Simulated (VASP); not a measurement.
Consider the following.

```
MgS
1.0
    0.00000     2.63724     2.63724
    2.63724     0.00000     2.63724
    2.63724     2.63724     0.00000
Mg S
1 1
Direct
  0.00000   0.00000   0.00000
  0.50000   0.50000   0.50000
```

These are HSE06 screened hybrid, VASP's PBE PAW potentials (set 64) (plane waves; VASP) values and carry that method's errors. Numerical set-up: 520 eV cut-off, 6×6×6 Γ-centred mesh, Gaussian smearing of 0.050 eV, potentials Mg S.

Give the stress tensor in GPa (positive for a compressed cell).

```
-3.66   0.00   0.00
 0.00  -3.66   0.00
 0.00   0.00  -3.66
```
The pressure is its mean diagonal, -3.66 GPa.

The compound is MgS in the rock salt structure. This cell is one point of a volume scan, at 1.03 of the reference volume. The cell's shape comes from a PBE relaxation.
